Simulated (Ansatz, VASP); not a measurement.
# LaBi in two plane-wave programs

Aim: how closely do two programs agree when they are given the same cell, functional and k mesh? The cell is generated by rule, not measured, and may not be a known phase. Of the first pair: The cell is taken from a series of runs on this material, whose earlier steps may have relaxed, scaled, displaced or heated it; both programs get it as it stands.

Calculated with Ansatz 0.2.0; plane waves, with VASP 6.6.1 beside it; zone-centre phonons at PBEsol and relaxation of cell and atoms at PBEsol.

### 1. Set-up

It takes space group P4/mmm (No. 123, tetragonal). The conventional cell has a = 4.224 Å, b = 4.224 Å, c = 3.463 Å, α = 90.00°, β = 90.00°, γ = 90.00°. Nearest to La lie 8 Bi at 3.45 Å and 2 La at 3.46 Å. Nearest to Bi lie 8 La at 3.45 Å and 2 Bi at 3.46 Å. Farther neighbours are not listed.

### 2. Ansatz: zone-centre phonons, PBEsol

Ansatz runs on its default PAW (the set named soft_2) files.

Second derivatives magnify differences that forces hide, and they need a tight electronic threshold.

The input, input.yaml:

```yaml
crystal:
  lattice:
    - [4.2244468652, 0.0, 0.0]
    - [0.0, 4.2244468652, 0.0]
    - [0.0, 0.0, 3.4625650899]
  atoms:
    - { symbol: La, position: [0.0, 0.0, 0.0] }
    - { symbol: Bi, position: [0.5, 0.5, 0.5] }
kpoints:
  mp_grid: { grid: [10, 10, 10] }
hamiltonian:
  xc: pbesol
scf:
  occupations: { method: methfessel_paxton, width: 0.15 }
output:
  eigenvalues: true
phonons:
  method: dfpt
```

The run is started by

```bash
$ ansatz run input.yaml --threads 4 --pin off --max-ram 7168MiB --backend cpu --events-out ev --progress --plain --runs-dir out
```

Numbers of over 12 decimals in the logs are rounded to 6 here.

Log:

```text
zone centre: on kpoints.mp_grid the ground state, and the responses unless they are solved on pairs of k-points, stand on 216 of the mesh's 1000 k-points, reduced under 8 symmetry operations, with k and −k counted as one. Each operation leaves every solved displacement unchanged or reverses it
Engine: ansatz 0.2.0, aarch64-unknown-linux-gnu
Pseudopotentials: kind: paw
Pseudopotential: La, paw, valence charge 11, recommended cutoff 420 eV (normal), La.paw.azcp
Pseudopotential: Bi, paw, valence charge 15, recommended cutoff 420 eV (normal), Bi.paw.azcp
Functional definition: PBEsol
  exchange = pbesol_x
  correlation = pbesol_c
Crystal: 2 atoms, lattice volume = 61.793 Å³
Basis set: ecut = 420 eV, 1191 PW (Γ), exchange–correlation on 60×60×48 points (8 copies of the dense FFT grid, shifted against one another)
Bands: 17, of which v1, the nominal top of the filled ones, is band 13 counted from 1 (12 counted from 0)
Symmetry: 16 space group operations
k-points: 216 of 1000 (irreducible under 8 space group operations)
Non-local potential: La, projectors of the file, l = 0: 3, l = 1: 2, l = 2: 2, l = 3: 3
Non-local potential: Bi, projectors of the file, l = 0: 2, l = 1: 2, l = 2: 2, l = 3: 2
PAW form: soft (Blöchl's): semilocal exchange-correlation on the pseudo side does not see the compensation charge
PAW frozen core: La, regenerated for the run's functional, and the local potential with it (the file was generated under x = pbe(κ = 0.804, μ = 0.219515), c = pbe(β = 0.066725))
PAW frozen core: Bi, regenerated for the run's functional, and the local potential with it (the file was generated under x = pbe(κ = 0.804, μ = 0.219515), c = pbe(β = 0.066725))
PAW one-centre angular grid: La, 590 points (default); XC on 64 Gauss nodes
PAW one-centre angular grid: Bi, 590 points (default); XC on 64 Gauss nodes
Initial density: superposition of atomic densities (neutral atoms: chi_scale 0, normalization atom), corrected by the library's trained network
Initial wavefunctions: pseudopotential atomic-orbital guess
Functional: x = pbesol(κ = 0.804, μ = 0.123457), c = pbesol(β = 0.046)
SCF iter   1: F=—  HF=-18405.137881 eV  |F-HF|=—  |Δ(HF+E_count)|=         —  Δρ=4.46e-3  dr2=1.70e-2  ethr=1.77e-3  ⟨swp⟩=4.1  Hψ=15117  notcnv=0
preconditioner: auto → Kerker (q_TF=auto, 2.362 Å⁻¹)  [metal: Δε(μ)=0.016 eV  Ē_g=16.183 eV  σ=0.150 eV  W_gap=0.09  n_scr=18 (ndim 8)  ℏωp=23.1 eV  f_vac=0.000  D(μ)=0.96/eV (n_scr^D=4)]
SCF iter   2: F=—  HF=-18405.136268 eV  |F-HF|=—  |Δ(HF+E_count)|=   1.61e-3  S|Δr|=    0.00e0  Δρ=2.79e-3  dr2=6.64e-3  ethr=6.55e-5  ⟨swp⟩=2.1  Hψ=6994  notcnv=0
SCF iter   3: F=—  HF=-18405.135111 eV  |F-HF|=—  |Δ(HF+E_count)|=   1.16e-3  S|Δr|=    0.00e0  Δρ=5.78e-4  dr2=2.24e-4  ethr=2.56e-5  ⟨swp⟩=2.3  Hψ=4969  notcnv=0
SCF iter   4: F=—  HF=-18405.135085 eV  |F-HF|=—  |Δ(HF+E_count)|=   2.59e-5  S|Δr|=    0.00e0  Δρ=1.67e-4  dr2=1.73e-5  ethr=8.60e-7  ⟨swp⟩=2.0  Hψ=6232  notcnv=0
SCF iter   5: F=—  HF=-18405.135086 eV  |F-HF|=—  |Δ(HF+E_count)|=   1.18e-6  S|Δr|=    0.00e0  Δρ=4.77e-5  dr2=1.90e-6  ethr=6.64e-8  ⟨swp⟩=1.8  Hψ=4574  notcnv=0
SCF iter   6: F=—  HF=-18405.135085 eV  |F-HF|=—  |Δ(HF+E_count)|=   1.44e-6  S|Δr|=    0.00e0  Δρ=8.07e-6  dr2=7.70e-8  ethr=7.30e-9  ⟨swp⟩=2.2  Hψ=5539  notcnv=0
SCF iter   7: F=—  HF=-18405.135085 eV  |F-HF|=—  |Δ(HF+E_count)|=   1.37e-8  S|Δr|=    0.00e0  Δρ=1.68e-6  dr2=1.82e-9  ethr=2.96e-10  ⟨swp⟩=2.9  Hψ=6363  notcnv=0
SCF iter   8: F=—  HF=-18405.135085 eV  |F-HF|=—  |Δ(HF+E_count)|=  7.64e-11  S|Δr|=    0.00e0  Δρ=3.83e-7  dr2=1.09e-10  ethr=6.99e-12  ⟨swp⟩=2.1  Hψ=4768  notcnv=0
SCF iter   9: F=-18405.135085 eV  HF=-18405.135085 eV  |F-HF|=7.28e-12  |Δ(HF+E_count)|=  9.46e-11  S|Δr|=    0.00e0  Δρ=8.60e-8  dr2=4.73e-12  ethr=1.00e-12  ⟨swp⟩=7.0  Hψ=20452  notcnv=0
the search or the solves at the SCF's close seem to have found levels that the self-consistency loop had missed (the run counts 1). By its estimate they hold under 1e-12 electrons; where the run keeps them, the occupations were computed again with them
SCF 1 converged in 9 iterations: F = -18405.135085 eV  dr2 = 4.73e-12
  greatest PAW one-centre occupation: 0.987 electrons in one spin orbital (limit 2), on the Bi atom at site 1 (counted from 0), in its partial waves of l = 2
DFPT response loops at Γ: preconditioner auto → Kerker (q_TF=auto, 2.362 Å⁻¹) (partly filled bands, converged f_vac=0.000); β = 1.00, the filter's whole step (`scf.mixing.beta` (0.50) is not read by the response loops under this deck's `scf.mixing.preconditioner`; to damp them name `kerker` or `kerker_dos`, under which they read `scf.mixing.beta`, and type it under 1.00, their step now; both keys bind the ground state too); Broyden in place of MSR1
SCF converged after 9 iterations
Stability not checked: this state was not tested for a lower state beside it, because cold or Methfessel-Paxton smearing, or corrected tetrahedra, fill the levels in a way that the test cannot read (fill_not_monotonic; see scf.lower_state_search)
Free energy (F): -18405.135085 eV
Harris-Foulkes:  -18405.135085 eV  (|F-HF|=7.28e-12)
Internal energy: -18405.134841 eV  (E = F + TS)
E sigma→0 (E₀):  -18405.135024 eV
Entropy (-TS):   -0.000244 eV (-0.122 meV/atom)
Fermi energy:    12.631265 eV
--- Per-component energies (eV) ---
  E_band       = -92.040869
  E_kinetic    = 498.107108
  E_local      = -1732.921860  (includes V_loc(G=0)·N_el)
  E_nonlocal   = 657.543457
  E_hartree    = 565.420558
  E_xc         = -289.160113
  E_vxc        = -292.362495  (∫ρ·V_xc dr)
  E_paw        = -15839.315081  (= ΣΔE_a)
  E_vpaw       = -353.247699  (= ΣTr[D̂ρ^β])
  E_aug_tail   = -0.000464  (compensation charges beyond the density's cutoff)
  E_ewald      = -2265.067709
  E_core_change = 0.259262  (= ΣΔE_core)
  E_smearing   = -0.000244  (= −TS)
  E_closure    = 0.000000  (closes the sum)
  Σ components = -18405.135085   (vs F -18405.135085, Δ=0.00e0)
--- Band table (eV; the first three rows and the last of 216) ---
  k-point 0: bands = [... 9 lower, 1.0072, 11.6846, 11.8538, 12.1483, 12.1483, 14.1857, 14.2374, 14.2374]
  k-point 1: bands = [... 9 lower, 1.1499, 11.7634, 12.0557, 12.1129, 12.1129, 13.5711, 14.2300, 14.2300]
  k-point 2: bands = [... 9 lower, 1.5346, 11.3287, 11.9647, 11.9647, 11.9914, 13.5185, 14.2328, 14.2328]
  k-point 215: bands = [... 9 lower, 3.1757, 8.4928, 9.0373, 9.0373, 14.3213, 14.3950, 14.3950, 14.5127]
--- Phonons (Γ-DFPT): 4 representative perturbations + reference, on 216 of 1000 k-points (Σ response iterations 12) ---
  k mesh reduced under 8 symmetry operations, with k and −k counted as one. Each operation leaves every solved displacement unchanged or reverses it
  ASR residual: 7.637e-5 → 0.000e0 eV/Å²; symmetrization residual: 1.602e-5 eV/Å²
  ASR residual per site (eV/Å²): 7.59e-5 7.64e-5
  Γ frequencies (cm⁻¹): 0.00 0.00 0.00 58.46 106.81 106.81
  non-analytic LO–TO correction: not included (Born effective charges unavailable; polar crystals: no LO–TO splitting at Γ)
```

In the SCF lines HF is the Harris–Foulkes energy and dr2 the Hartree energy of the density residual, in eV; the loop may stop once dr2 is under the threshold and the program's other checks hold. Hψ counts applications of the Hamiltonian.

(Continued in part 2 of 3.)

[Lines on the potential files, build, host, timing and source positions are cut from VASP's logs without a mark.]

[Logs are printed without paths, hosts, clocks, repeated set-up lines and the standing remarks that a program may print on its own settings, such as how far it seeks lower states.]

[Hosts, paths, dates, database ids (printed as entryN), source tags and the programs' standing remarks are cut or masked in the printed files.]
